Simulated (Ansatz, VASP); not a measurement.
# TiAl3: VASP beside Ansatz, part 2 of 2

Wanted: the spread between two codes on one cell, functional and k mesh. The cell is taken from a series of runs on this material, whose earlier steps may have relaxed, scaled, displaced or heated it; both programs get it as it stands.

VASP 6.6.1 and Ansatz 0.2.0.

So far: The structure; Ansatz: zone-centre phonons, PBEsol; VASP: zone-centre phonons, PBEsol.

### 3. VASP: zone-centre phonons, PBEsol (continued)

Level of this step: PBEsol; plane waves and PAW (Al, Ti_sv) (VASP).

Numbers of over 12 decimals in the logs are rounded to 6 here.

From OUTCAR (step 3):

```text
ion  position               nearest neighbor table
   1  0.500  0.500  0.000-   4 2.61   4 2.61   4 2.61   4 2.61   3 2.77   2 2.77   3 2.77   2 2.77
                             3 2.77   3 2.77   2 2.77   2 2.77
   2  0.750  0.250  0.500-   3 2.61   3 2.61   3 2.61   3 2.61   4 2.77   1 2.77   4 2.77   4 2.77
                             1 2.77   1 2.77   4 2.77   1 2.77
   3  0.250  0.750  0.500-   2 2.61   2 2.61   2 2.61   2 2.61   4 2.77   1 2.77   4 2.77   1 2.77
                             4 2.77   4 2.77   1 2.77   1 2.77
   4  0.000  0.000  0.000-   1 2.61   1 2.61   1 2.61   1 2.61   3 2.77   2 2.77   3 2.77   3 2.77
                             2 2.77   2 2.77   3 2.77   2 2.77

  LATTYP: Found a body centered tetragonal cell.
 ALAT       =     3.6860137794
 C/A-ratio  =     2.2370760253

 Subroutine GETGRP returns: Found 16 space group operations
 (whereof 16 operations were pure point group operations)

The static configuration has the point symmetry D_4h.

 Found    349 irreducible k-points:

   k-points           NKPTS =    349   k-points in BZ     NKDIM =    349   number of bands    NBANDS=     16

   dimension x,y,z NGX =    36 NGY =   36 NGZ =   36
   dimension x,y,z NGXF=    72 NGYF=   72 NGZF=   72

   ENCUT  =  500.0 eV  36.75 Ry    6.06 a.u.   8.89  8.89  8.89*2*pi/ulx,y,z

   NELECT =      21.0000    total number of electrons

 k-points in reciprocal lattice and weights: Automatic mesh
   0.00000000  0.00000000  0.00000000       0.000
   0.06250000  0.00000000  0.00000000       0.002
   0.12500000  0.00000000  0.00000000       0.002
   0.18750000 -0.00000000  0.00000000       0.002
   0.25000000  0.00000000  0.00000000       0.002
   0.31250000 -0.00000000  0.00000000       0.002
   0.37500000 -0.00000000  0.00000000       0.002
   0.43750000  0.00000000  0.00000000       0.002
   0.50000000  0.00000000  0.00000000       0.001
[...]
-0.43750000 -0.43750000  0.43750000       0.000
   0.50000000  0.50000000  0.50000000       0.000

 average (electrostatic) potential at core
       1 -69.8624       2 -69.7358       3 -69.7358       4 -70.3815

  Total        5.1364928      5.1364928      5.1226600      0.0000000      0.0000000      0.0000000
  in kB      146.9114529    146.9114529    146.5158141      0.0000000      0.0000000      0.0000000
  external PRESSURE =     146.7795733 kB  Pullay stress =       0.0000000 kB

  energy-cutoff  :      500.00
  volume of cell :       56.02
      direct lattice vectors                 reciprocal lattice vectors
    -1.843006890  1.843006890  4.122946527     0.000000000  0.271295785  0.121272492
     1.843006890 -1.843006890  4.122946527     0.271295785  0.000000000  0.121272492
     1.843006890  1.843006890 -4.122946527     0.271295785  0.271295785  0.000000000

 POSITION                                       TOTAL-FORCE (eV/Angst)
 -----------------------------------------------------------------------------------
      0.00000      0.00000      4.12295         0.000000      0.000000      0.000000
     -0.00000      1.84301      2.06147         0.000000      0.000000      0.000000
      1.84301     -0.00000      2.06147        -0.000000     -0.000000     -0.000000
      0.00000      0.00000      0.00000         0.000000      0.000000      0.000000
 -----------------------------------------------------------------------------------
    total drift:                               -0.000000      0.000000      0.000000

 Eigenvectors and eigenvalues of the dynamical matrix
 ----------------------------------------------------

   1 f  =   12.178884 THz    76.522183 2PiTHz  406.243829 cm-1    50.367793 meV
             X         Y         Z           dx          dy          dz
      0.000000  0.000000  4.122947     0.792473    0.116297    0.000000
     -0.000000  1.843007  2.061473    -0.001653   -0.000243    0.000000
      1.843007 -0.000000  2.061473    -0.001653   -0.000243    0.000000
      0.000000  0.000000  0.000000    -0.592368   -0.086931   -0.000000

   2 f  =   12.178884 THz    76.522183 2PiTHz  406.243829 cm-1    50.367793 meV
             X         Y         Z           dx          dy          dz
      0.000000  0.000000  4.122947    -0.116297    0.792473   -0.000000
     -0.000000  1.843007  2.061473     0.000243   -0.001653    0.000000
      1.843007 -0.000000  2.061473     0.000243   -0.001653    0.000000
      0.000000  0.000000  0.000000     0.086931   -0.592368   -0.000000

   3 f  =   12.133369 THz    76.236204 2PiTHz  404.725617 cm-1    50.179559 meV
             X         Y         Z           dx          dy          dz
      0.000000  0.000000  4.122947     0.000000    0.000000   -0.000000
     -0.000000  1.843007  2.061473    -0.051599    0.705222   -0.000000
      1.843007 -0.000000  2.061473     0.051599   -0.705222    0.000000
      0.000000  0.000000  0.000000    -0.000000   -0.000000   -0.000000

   4 f  =   12.133369 THz    76.236204 2PiTHz  404.725617 cm-1    50.179559 meV
             X         Y         Z           dx          dy          dz
      0.000000  0.000000  4.122947     0.000000    0.000000   -0.000000
     -0.000000  1.843007  2.061473    -0.705222   -0.051599    0.000000
      1.843007 -0.000000  2.061473     0.705222    0.051599   -0.000000
      0.000000  0.000000  0.000000    -0.000000   -0.000000   -0.000000

   5 f  =   11.878849 THz    74.637008 2PiTHz  396.235743 cm-1    49.126949 meV
             X         Y         Z           dx          dy          dz
      0.000000  0.000000  4.122947     0.000000   -0.000000   -0.401942
     -0.000000  1.843007  2.061473     0.000000    0.000000    0.538914
      1.843007 -0.000000  2.061473     0.000000    0.000000    0.538914
      0.000000  0.000000  0.000000    -0.000000    0.000000   -0.507529

   6 f  =    9.075042 THz    57.020169 2PiTHz  302.710811 cm-1    37.531340 meV
             X         Y         Z           dx          dy          dz
      0.000000  0.000000  4.122947    -0.000000   -0.000000   -0.000000
     -0.000000  1.843007  2.061473     0.000000    0.000000    0.707107
      1.843007 -0.000000  2.061473    -0.000000    0.000000   -0.707107
      0.000000  0.000000  0.000000     0.000000   -0.000000    0.000000

   7 f  =    8.071236 THz    50.713072 2PiTHz  269.227459 cm-1    33.379936 meV
             X         Y         Z           dx          dy          dz
      0.000000  0.000000  4.122947     0.153159    0.354406   -0.000000
     -0.000000  1.843007  2.061473    -0.213821   -0.494775    0.000000
      1.843007 -0.000000  2.061473    -0.213821   -0.494775   -0.000000
      0.000000  0.000000  0.000000     0.206091    0.476888   -0.000000

   8 f  =    8.071236 THz    50.713072 2PiTHz  269.227459 cm-1    33.379936 meV
             X         Y         Z           dx          dy          dz
      0.000000  0.000000  4.122947     0.354406   -0.153159   -0.000000
     -0.000000  1.843007  2.061473    -0.494775    0.213821   -0.000000
      1.843007 -0.000000  2.061473    -0.494775    0.213821    0.000000
      0.000000  0.000000  0.000000     0.476888   -0.206091    0.000000

   9 f  =    7.177954 THz    45.100415 2PiTHz  239.430774 cm-1    29.685619 meV
             X         Y         Z           dx          dy          dz
      0.000000  0.000000  4.122947    -0.000000   -0.000000   -0.792882
     -0.000000  1.843007  2.061473     0.000000   -0.000000   -0.008797
      1.843007 -0.000000  2.061473     0.000000   -0.000000   -0.008797
      0.000000  0.000000  0.000000    -0.000000    0.000000    0.609248

  10 f/i=    0.000613 THz     0.003850 2PiTHz    0.020440 cm-1     0.002534 meV
             X         Y         Z           dx          dy          dz
      0.000000  0.000000  4.122947    -0.416589    0.189354   -0.000000
     -0.000000  1.843007  2.061473    -0.416662    0.189388   -0.000000
      1.843007 -0.000000  2.061473    -0.416662    0.189388   -0.000000
      0.000000  0.000000  0.000000    -0.554988    0.252262   -0.000000

  11 f/i=    0.000613 THz     0.003850 2PiTHz    0.020440 cm-1     0.002534 meV
             X         Y         Z           dx          dy          dz
      0.000000  0.000000  4.122947     0.189354    0.416589   -0.000000
     -0.000000  1.843007  2.061473     0.189388    0.416662   -0.000000
      1.843007 -0.000000  2.061473     0.189388    0.416662   -0.000000
      0.000000  0.000000  0.000000     0.252262    0.554988   -0.000000

  12 f/i=    0.003868 THz     0.024303 2PiTHz    0.129019 cm-1     0.015996 meV
             X         Y         Z           dx          dy          dz
      0.000000  0.000000  4.122947    -0.000000   -0.000000   -0.458018
     -0.000000  1.843007  2.061473    -0.000000   -0.000000   -0.457705
      1.843007 -0.000000  2.061473    -0.000000   -0.000000   -0.457705
      0.000000  0.000000  0.000000    -0.000000   -0.000000   -0.609287

 ELASTIC MODULI CONTR FROM IONIC RELAXATION (kBar)
 Direction    XX          YY          ZZ          XY          YZ          ZX
 --------------------------------------------------------------------------------
 XX          -3.0282      3.0282      0.0000      0.0000     -0.0000     -0.0000
 YY           3.0282     -3.0282      0.0000      0.0000      0.0000      0.0000
 ZZ           0.0000      0.0000      0.0000      0.0000      0.0000      0.0000
 XY           0.0000      0.0000      0.0000      0.0000      0.0000      0.0000
 YZ          -0.0000      0.0000      0.0000      0.0000     -8.0906     -0.0000
 ZX          -0.0000      0.0000      0.0000      0.0000     -0.0000     -9.8417
 --------------------------------------------------------------------------------
```

This run has no spin polarisation. Its electron count is odd, so without a moment it is a metal by construction.

### 4. Comparison

Known differences besides the potentials themselves: the cutoff is 420 eV in Ansatz and 500 eV in VASP; Ansatz makes its cores anew for this functional, VASP keeps those of its PBE data sets. Total energies have different zeros and are not compared.

The two programs side by side:

| quantity | Ansatz | VASP | difference |
| --- | --- | --- | --- |
| optical mode 1 (cm⁻¹) | 238.9 | 239.4 | -0.24 % |
| optical mode 2 to 3 (cm⁻¹) | 268.9 | 269.2 | -0.13 % |
| optical mode 4 (cm⁻¹) | 302.4 | 302.7 | -0.10 % |
| optical mode 5 (cm⁻¹) | 395.4 | 396.2 | -0.20 % |
| optical mode 6 to 7 (cm⁻¹) | 403.5 | 404.7 | -0.31 % |
| optical mode 8 to 9 (cm⁻¹) | 405.9 | 406.2 | -0.08 % |

Modes are paired by rising frequency, not by their patterns, so a pair may set unlike modes beside each other; they are those without the splitting of longitudinal modes.

### 5. Outcome

| Quantity | Value |
| --- | --- |
| r.m.s. difference of the optical zone-centre modes, each program's sorted by frequency (zone-centre phonons, PBEsol) | 0.71 cm⁻¹ |

What this shows: The r.m.s. difference of the optical zone-centre modes, each program's sorted by frequency is 0.71 cm⁻¹ (zone-centre phonons, PBEsol). Such differences can come from data sets, numerical settings and the points named under the comparisons, not from the functional's error against experiment.

[Lines on the potential files, build, host, timing and source positions are cut from VASP's logs without a mark.]

[Logs are printed without paths, hosts, clocks, repeated set-up lines and the standing remarks that a program may print on its own settings, such as how far it seeks lower states.]

[Hosts, paths, dates, database ids (printed as entryN), source tags and the programs' standing remarks are cut or masked in the printed files.]
